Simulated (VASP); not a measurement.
# RbCF2 (Pbam) in VASP: single point with PBE

Aim: the single point of RbCF2 with PBE.

All numbers are computed with VASP 6.6.1; they aren't measurements. Logs are shortened: lines on timing, memory, paths and dates and some standing lists are left out, and cuts for length are marked.

## 1. Starting point

The structure is orthorhombic, space group Pbam (No. 55). Conventional cell: a = 6.507 Å, b = 11.669 Å, c = 3.744 Å, α = 90.00°, β = 90.00°, γ = 90.00°. C (site symmetry m) is surrounded by 2 F at 1.23 to 1.28 Å. Around F (site symmetry m) lie 1 C at 1.28 Å. F (site symmetry m) is surrounded by 1 C at 1.23 Å. Rb (site symmetry m) is surrounded by 8 F at 3.06 to 3.15 Å.

The cell was built by a generator and needn't be a form met in nature.

## 2. Single point, PBE

File INCAR:

```
SYSTEM = RbCF2
  ALGO = Fast
  EDIFF = 1E-7
  ENCUT = 520
  GGA = PE
  ISIF = 2
  ISMEAR = -1
  LASPH = .TRUE.
  LCHARG = .FALSE.
  LREAL = Auto
  LWAVE = .FALSE.
  NBANDS = 68
  NELM = 100
  PREC = Accurate
  SIGMA = 0.1
```

File KPOINTS:

```
k-points
0
G
  3 5 9
  0 0 0
```

File POSCAR:

```
RbCF2
1.0
   11.6689180000      0.0000000000      0.0000000000
    0.0000000000      6.5071860000      0.0000000000
    0.0000000000      0.0000000000      3.7443390000
C F Rb
4 8 4
Direct
    0.4402200000      0.0632000000      0.0000000000
    0.5597800000      0.9368000000      0.0000000000
    0.9402200000      0.4368000000      0.0000000000
    0.0597800000      0.5632000000      0.0000000000
    0.4516800000      0.2584000000      0.0000000000
    0.5483200000      0.7416000000      0.0000000000
    0.9516800000      0.2416000000      0.0000000000
    0.0483200000      0.7584000000      0.0000000000
    0.3486300000      0.9705900000      0.0000000000
    0.6513700000      0.0294100000      0.0000000000
    0.8486300000      0.5294100000      0.0000000000
    0.1513700000      0.4705900000      0.0000000000
    0.3472000000      0.5930300000      0.5000000000
    0.6528000000      0.4069700000      0.5000000000
    0.8472000000      0.9069700000      0.5000000000
    0.1528000000      0.0930300000      0.5000000000
```

Potentials or basis: VASP PAW PBE potentials, release 64 (C, F, Rb_sv).

On the command line:

```console
$ cat potpaw_PBE.64/C/POTCAR potpaw_PBE.64/F/POTCAR potpaw_PBE.64/Rb_sv/POTCAR > POTCAR
$ mpirun -np 1 vasp_std > vasp.out
```

OUTCAR:

```text
SYSTEM = RbCF2
   EDIFF = 1E-7
   ENCUT = 520
   GGA = PE
   ISIF = 2
   ISMEAR = -1
   LASPH = .TRUE.
   LREAL = Auto
   NELM = 100
   PREC = Accurate

 ion  position               nearest neighbor table
   1  0.440  0.063  0.000-   9 1.23   5 1.28   2 1.62  13 3.75  13 3.75  14 3.83  14 3.83  16 3.85
                            16 3.85
   2  0.560  0.937  0.000-  10 1.23   6 1.28   1 1.62  14 3.75  14 3.75  13 3.83  13 3.83  15 3.85
                            15 3.85
   3  0.940  0.437  0.000-  11 1.23   7 1.28   4 1.62  15 3.75  15 3.75  16 3.83  16 3.83  14 3.85
                            14 3.85
   4  0.060  0.563  0.000-  12 1.23   8 1.28   3 1.62  16 3.75  16 3.75  15 3.83  15 3.83  13 3.85
                            13 3.85
   5  0.452  0.258  0.000-   1 1.28  13 3.12  13 3.12  14 3.15  14 3.15
   6  0.548  0.742  0.000-   2 1.28  14 3.12  14 3.12  13 3.15  13 3.15
   7  0.952  0.242  0.000-   3 1.28  15 3.12  15 3.12  16 3.15  16 3.15
   8  0.048  0.758  0.000-   4 1.28  16 3.12  16 3.12  15 3.15  15 3.15
   9  0.349  0.971  0.000-   1 1.23  16 3.06  16 3.06  13 3.09  13 3.09
  10  0.651  0.029  0.000-   2 1.23  15 3.06  15 3.06  14 3.09  14 3.09
  11  0.849  0.529  0.000-   3 1.23  14 3.06  14 3.06  15 3.09  15 3.09
  12  0.151  0.471  0.000-   4 1.23  13 3.06  13 3.06  16 3.09  16 3.09
  13  0.347  0.593  0.500-  12 3.06  12 3.06   9 3.09   9 3.09   5 3.12   5 3.12   6 3.15   6 3.15
                             1 3.75   1 3.75  14 3.77   2 3.83   2 3.83   4 3.85   4 3.85  16 3.97
  14  0.653  0.407  0.500-  11 3.06  11 3.06  10 3.09  10 3.09   6 3.12   6 3.12   5 3.15   5 3.15
                             2 3.75   2 3.75  13 3.77   1 3.83   1 3.83   3 3.85   3 3.85  15 3.97
  15  0.847  0.907  0.500-  10 3.06  10 3.06  11 3.09  11 3.09   7 3.12   7 3.12   8 3.15   8 3.15
                             3 3.75   3 3.75  16 3.77   4 3.83   4 3.83   2 3.85   2 3.85  14 3.97
  16  0.153  0.093  0.500-   9 3.06   9 3.06  12 3.09  12 3.09   8 3.12   8 3.12   7 3.15   7 3.15
                             4 3.75   4 3.75  15 3.77   3 3.83   3 3.83   1 3.85   1 3.85  13 3.97

  LATTYP: Found a simple orthorhombic cell.
 ALAT       =     3.7443390000
 B/A-ratio  =     1.7378730932
 C/A-ratio  =     3.1164160083

  Lattice vectors:

 A1 = (   0.0000000000,   0.0000000000,  -3.7443390000)
 A2 = (   0.0000000000,   6.5071860000,   0.0000000000)
 A3 = (  11.6689180000,   0.0000000000,   0.0000000000)

Analysis of symmetry for initial positions (statically):
=====================================================================
 Subroutine PRICEL returns:
 Original cell was already a primitive cell.

 Routine SETGRP: Setting up the symmetry group for a
 simple orthorhombic supercell.

 Subroutine GETGRP returns: Found  8 space group operations
 (whereof  4 operations were pure point group operations)
 out of a pool of  8 trial point group operations.

The static configuration has the point symmetry C_2h.
 The point group associated with its full space group is D_2h.

Analysis of symmetry for dynamics (positions and initial velocities):
=====================================================================
 Subroutine PRICEL returns:
 Original cell was already a primitive cell.

 Routine SETGRP: Setting up the symmetry group for a
 simple orthorhombic supercell.

 Subroutine GETGRP returns: Found  8 space group operations
 (whereof  4 operations were pure point group operations)
 out of a pool of  8 trial point group operations.

The dynamic configuration has the point symmetry C_2h.
 The point group associated with its full space group is D_2h.

 Subroutine INISYM returns: Found  8 space group operations
 (whereof  4 operations are pure point group operations),
 and found     1 'primitive' translations

----------------------------------------------------------------------------------------

                                     Primitive cell

  volume of cell :     284.3145

  direct lattice vectors                    reciprocal lattice vectors
    11.668918000  0.000000000  0.000000000     0.085697748  0.000000000  0.000000000
     0.000000000  6.507186000  0.000000000     0.000000000  0.153676259  0.000000000
     0.000000000  0.000000000  3.744339000     0.000000000  0.000000000  0.267069835

  length of vectors
    11.668918000  6.507186000  3.744339000     0.085697748  0.153676259  0.267069835

  position of ions in fractional coordinates (direct lattice)
     0.440220000  0.063200000  0.000000000
     0.559780000  0.936800000  0.000000000
     0.940220000  0.436800000  0.000000000
     0.059780000  0.563200000  0.000000000
     0.451680000  0.258400000  0.000000000
     0.548320000  0.741600000  0.000000000
[... 8 lines left out ...]
     0.847200000  0.906970000  0.500000000
     0.152800000  0.093030000  0.500000000

  ion indices of the primitive-cell ions
   primitive index   ion index
                 1           1
                 2           2
                 3           3
                 4           4
                 5           5
                 6           6
[... 8 lines left out ...]
                15          15
                16          16

----------------------------------------------------------------------------------------

 KPOINTS: k-points

Automatic generation of k-mesh.
 Grid dimensions read from file:
 generate k-points for:    3    5    9

 Generating k-lattice:

  Cartesian coordinates                     Fractional coordinates (reciprocal lattice)
     0.028565916  0.000000000  0.000000000     0.333333333  0.000000000  0.000000000
     0.000000000  0.030735252  0.000000000     0.000000000  0.200000000  0.000000000
     0.000000000  0.000000000  0.029674426     0.000000000  0.000000000  0.111111111

  Length of vectors
     0.028565916  0.030735252  0.029674426

  Shift w.r.t. Gamma in fractional coordinates (k-lattice)
     0.000000000  0.000000000  0.000000000

 Subroutine IBZKPT returns following result:
 ===========================================

 Found     30 irreducible k-points:

 Following reciprocal coordinates:
            Coordinates               Weight
  0.000000  0.000000  0.000000      1.000000
  0.333333  0.000000  0.000000      2.000000
  0.000000  0.200000  0.000000      2.000000
  0.333333  0.200000  0.000000      4.000000
  0.000000  0.400000  0.000000      2.000000
  0.333333  0.400000  0.000000      4.000000
[... 16 lines left out ...]
  0.000000  0.400000  0.333333      4.000000
  0.333333  0.400000  0.333333      8.000000
 [... further k-points ...]
   k-points           NKPTS =     30   k-points in BZ     NKDIM =     30   number of bands    NBANDS=     68
   number of dos      NEDOS =    301   number of ions     NIONS =     16
   total plane-waves  NPLWV = 120960
   dimension x,y,z NGX =    90 NGY =   48 NGZ =   28
   dimension x,y,z NGXF=   180 NGYF=   96 NGZF=   56
   ions per type =               4   8   4
   NGX,Y,Z   is equivalent  to a cutoff of  12.82, 12.26, 12.43 a.u.
   NGXF,Y,Z  is equivalent  to a cutoff of  25.64, 24.53, 24.86 a.u.
 SYSTEM =  RbCF2
   PREC   = accura    normal or accurate (medium, high low for compatibility)
   ISTART =      0    job   : 0-new  1-cont  2-samecut
   ICHARG =      2    charge: 1-file 2-atom 10-const
   ISPIN  =      1    spin polarized calculation?
   LNONCOLLINEAR =      F non collinear calculations
   LSORBIT =      F    spin-orbit coupling
   LASPH  =      T    aspherical Exc in radial PAW
   ENCUT  =  520.0 eV  38.22 Ry    6.18 a.u.  21.70 12.10  6.96*2*pi/ulx,y,z
   NELM   =    100;   NELMIN=  2; NELMDL= -5     # of ELM steps
   EDIFF  = 0.1E-06   stopping-criterion for ELM
   LREAL  =      T    real-space projection
   EDIFFG = 0.1E-05   stopping-criterion for IOM
   NSW    =      0    number of steps for IOM
   IBRION =     -1    ionic relax: 0-MD 1-quasi-New 2-CG
   NFREE  =      0    steps in history (QN), initial steepest desc. (CG)
   ISIF   =      2    stress and relaxation
   ISYM   =      2    0-nonsym 1-usesym 2-fastsym
   POTIM  = 0.5000    time-step for ionic-motion
   TEBEG  =    0.0;   TEEND  =   0.0 temperature during run
   PSTRESS=    0.0 pullay stress
   NELECT =     108.0000    total number of electrons
   NUPDOWN=      -1.0000    fix difference up-down
   EMIN   =  10.00;   EMAX   =-10.00  energy-range for DOS
   EFERMI =   0.00;   METHOD = LEGACY
   ISMEAR =    -1;   SIGMA  =   0.10  broadening in eV -4-tet -1-fermi 0-gaus
   EFERMI_NEDOS =   21; number of points for ismear=-14 and -15
   IALGO  =     68    algorithm
   IMIX   =      4    mixing-type and parameters
     AMIX     =   0.40;   BMIX     =  1.00
     AMIX_MAG =   1.60;   BMIX_MAG =  1.00
  volume/ion in A,a.u.               =      17.77       119.92
  Fermi-wavevector in a.u.,A,eV,Ry     =   1.185632  2.240519 19.126012  1.405722
  Thomas-Fermi vector in A             =   2.321821
   LORBIT       =      0    0 simple, 1 ext, 2 COOP (PROOUT), +10 PAW based schemes
   GGA     = PE    functional components
   LHFCALC =     F    Hartree Fock is set to
   AEXX    =    0.0000 exact exchange contribution
   IVDW    =     0    specifies the selected vdW correction
   LEPSILON=     F    determine dielectric tensor
   LRPA    =     F    only Hartree local field effects (RPA)
 non-spin polarized calculation
 RMM-DIIS sequential band-by-band and
  energy-cutoff  :      520.00
  volume of cell :      284.31
 maximum number of plane-waves:      7704
 NGX is ok and might be reduce to    90
   NGX = 43   NGY = 25   NGZ = 13

 number of electron     107.9999929 magnetization

 Free energy of the ion-electron system (eV)
  ---------------------------------------------------
  ext. energy  EPLUGINS =         0.00000000
  ---------------------------------------------------
  free energy    TOTEN  =       -58.38615354 eV

  energy without entropy =      -58.14326913  energy(sigma->0) =      -58.26471133

 E-fermi :   4.9212     XC(G=0):  -8.5484

 val. band max:        4.9094370204   @ k =   0.0000   0.4000   0.0000
 cond. band min:       4.9252098710   @ k =   0.0000   0.2000   0.4444
 fundamental gap:      0.0157728506
 Fermi energy:         4.9212289362

 k-point     1 :       0.0000    0.0000    0.0000
  band No.  band energies     occupation
      1     -28.1325      2.00000
      2     -28.1215      2.00000
      3     -27.9321      2.00000
      4     -27.9228      2.00000
      5     -26.5182      2.00000
      6     -26.5182      2.00000
[... 58 lines left out ...]
     65       6.9086      0.00000
     66       7.1288      0.00000

 k-point     2 :       0.3333    0.0000    0.0000
  band No.  band energies     occupation
      1     -28.1298      2.00000
      2     -28.1243      2.00000
      3     -27.9296      2.00000
      4     -27.9250      2.00000
      5     -26.5182      2.00000
      6     -26.5181      2.00000
[... 58 lines left out ...]
     65       7.0304      0.00000
     66       7.2039      0.00000

 k-point     3 :       0.0000    0.2000    0.0000
  band No.  band energies     occupation
      1     -28.1302      2.00000
      2     -28.1214      2.00000
      3     -27.9311      2.00000
      4     -27.9237      2.00000
      5     -26.5265      2.00000
      6     -26.5260      2.00000
[... 1438 lines left out ...]
     65       7.3291      0.00000
     66       7.3814      0.00000

 k-point    24 :       0.3333    0.4000    0.3333
  band No.  band energies     occupation
      1     -28.1128      2.00000
      2     -28.1118      2.00000
      3     -27.9187      2.00000
      4     -27.9178      2.00000
      5     -26.5212      2.00000
      6     -26.5210      2.00000
[... 58 lines left out ...]
     65       7.3625      0.00000
     66       7.5366      0.00000

 [... further k-points ...]

 [bands above 66 left out]

------------------------ aborting loop because EDIFF is reached ----------------------------------------

  FORCE on cell =-STRESS in cart. coord.  units (eV):
  Direction    XX          YY          ZZ          XY          YZ          ZX
  --------------------------------------------------------------------------------------
  -------------------------------------------------------------------------------------
  Total       28.1661363     40.8012742     13.4725732      0.0000000      0.0000000      0.0000000
  in kB      158.7226438    229.9245466     75.9210427      0.0000000      0.0000000      0.0000000
  external PRESSURE =     154.8560777 kB  Pullay stress =       0.0000000 kB

 VOLUME and BASIS-vectors are now :
 -----------------------------------------------------------------------------
  energy-cutoff  :      520.00
  volume of cell :      284.31
      direct lattice vectors                 reciprocal lattice vectors
    11.668918000  0.000000000  0.000000000     0.085697748  0.000000000  0.000000000
     0.000000000  6.507186000  0.000000000     0.000000000  0.153676259  0.000000000
     0.000000000  0.000000000  3.744339000     0.000000000  0.000000000  0.267069835

 POSITION                                       TOTAL-FORCE (eV/Angst)
 -----------------------------------------------------------------------------------
      5.13689      0.41125      0.00000        12.934281     -4.348453     -0.000000
      6.53203      6.09593      0.00000       -12.934281      4.348453      0.000000
     10.97135      2.84234      0.00000        12.934281      4.348453      0.000000
      0.69757      3.66485      0.00000       -12.934281     -4.348453     -0.000000
      5.27062      1.68146      0.00000        -0.272596      5.111214      0.000000
      6.39830      4.82573      0.00000         0.272596     -5.111214     -0.000000
[... 8 lines left out ...]
      9.88591      5.90182      1.87217         0.106321     -0.115630     -0.000000
      1.78301      0.60536      1.87217        -0.106321      0.115630      0.000000
 -----------------------------------------------------------------------------------
    total drift:                                0.000000     -0.000000      0.000000

  FREE ENERGIE OF THE ION-ELECTRON SYSTEM (eV)
  ---------------------------------------------------
  free  energy   TOTEN  =       -58.3861535432 eV

  energy  without entropy=      -58.1432691255  energy(sigma->0) =      -58.26471133
```

Wall time 23 min (1 thread of Intel Xeon Platinum 8488C (Sapphire Rapids), shared host); peak memory 0.56 GiB.

Results:

```yaml
Free_energy: -58.3862 eV
Pressure: 15.5 GPa
Largest_force: 13.646 eV/Å
Band_gap_on_the_k_mesh: none (metal or under the smearing width)
```

Forces on the atoms (eV/Å):
```
C    12.934  -4.348   0.000
C   -12.934   4.348   0.000
C    12.934   4.348   0.000
C   -12.934  -4.348   0.000
F    -0.273   5.111   0.000
F     0.273  -5.111   0.000
F    -0.273  -5.111   0.000
F     0.273   5.111   0.000
F    -7.094  -3.293   0.000
F     7.094   3.293   0.000
F    -7.094   3.293   0.000
F     7.094  -3.293   0.000
Rb    0.106   0.116   0.000
Rb   -0.106  -0.116   0.000
Rb    0.106  -0.116   0.000
Rb   -0.106   0.116   0.000
```

Caveat: the standard files for N, O and F lose accuracy on very short bonds; so large a pressure means that the cell lies far from this level's equilibrium, or that cutoff or potentials fall short; forces of over 1 eV/Å show positions far from the minimum, so gaps and moduli don't describe the material at rest.
